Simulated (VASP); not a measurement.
Sn2Bi2O:

```xyz
5
Lattice="-2.3285 2.3285 5.6493 2.3285 -2.3285 5.6493 2.3285 2.3285 -5.6493" Properties=species:S:1:pos:R:3 pbc="T T T"
Sn    2.3285    0.0000    2.8246
Sn    0.0000    2.3285    2.8246
Bi    0.0000    0.0000    7.0632
Bi    0.0000    0.0000    4.2354
O     0.0000    0.0000    0.0000
```

The cell was built by a generator and needn't be a form met in nature.

| Property | Result |
| --- | --- |
| Program | VASP 6.6.1 |
| Task | relaxation of cell and atoms |
| Functional | PBE |
| Potentials or basis | VASP PAW PBE potentials, release 64 (Sn_d, Bi_d, O) |
| Cutoff | 520 eV |
| k mesh | 4 × 4 × 4 |
| Occupations | gaussian, width 0.15 eV |
| Spin | no spin polarisation |

At the start: pressure 23.7 GPa; volume 24.50 Å³/atom.

**Question.** Where does the relaxation end?

**Answer.** Over 22 steps the energy falls by 668.1 meV/atom and the volume is 27.15 Å³/atom (+10.8 %); space group I4/mmm (No. 139, to 0.05 Å).

Step by step:
| step | energy change (eV) | largest force (eV/Å) | pressure (GPa) | volume (Å³) |
| --- | --- | --- | --- | --- |
| 1 | 0.0000 | 2.8695 | 23.74 | 122.52 |
| 2 | -1.7867 | 1.4037 | -5.00 | 198.84 |
| 3 | -2.5303 | 0.7453 | 0.56 | 163.48 |
| 4 | -2.5298 | 0.8314 | 0.37 | 164.38 |
| 5 | -2.6071 | 0.0291 | -0.35 | 167.56 |
| 6 | -2.6113 | 0.1571 | -0.48 | 168.31 |
| 7 | -2.6082 | 0.3633 | -0.79 | 169.80 |
| 8 | -2.6118 | 0.1662 | -0.86 | 168.78 |
| 9 | -2.6334 | 0.4022 | 0.10 | 165.12 |
| 10 | -2.6384 | 0.5780 | 0.65 | 162.64 |
| 11 | -2.6560 | 0.5900 | 0.64 | 161.95 |
| 12 | -2.7211 | 0.6530 | 0.67 | 159.81 |
| 13 | -2.8715 | 0.7568 | 0.72 | 155.21 |
| 14 | -3.1437 | 0.9502 | 0.45 | 144.89 |
| 15 | -2.5986 | 1.9853 | 6.22 | 120.81 |
| 16 | -3.2414 | 0.8988 | 0.25 | 140.46 |
| 17 | -3.2366 | 0.8636 | 0.47 | 137.71 |
| 18 | -3.2451 | 0.8885 | 0.49 | 139.25 |
| 19 | -3.3078 | 0.4389 | -0.85 | 138.75 |
| 20 | -3.3160 | 0.2792 | -1.21 | 138.55 |
| 21 | -3.3234 | 0.3797 | 0.93 | 133.54 |
| 22 | -3.3407 | 0.0150 | 0.11 | 135.73 |

Final structure:
```xyz
5
Lattice="-2.0947 2.0947 7.7331 2.0947 -2.0947 7.7331 2.0947 2.0947 -7.7331" Properties=species:S:1:pos:R:3 pbc="T T T"
Sn    2.0947    0.0000    3.8666
Sn    0.0000    2.0947    3.8666
Bi    0.0000    0.0000    9.2011
Bi    0.0000    0.0000    6.2651
O     0.0000    0.0000    0.0000
```

Caveat: the k mesh is coarse (spacing up to 0.48 Å⁻¹), so the values aren't converged; the relaxation stopped at a loose force limit of 0.08 eV/Å, so its end isn't a converged minimum.
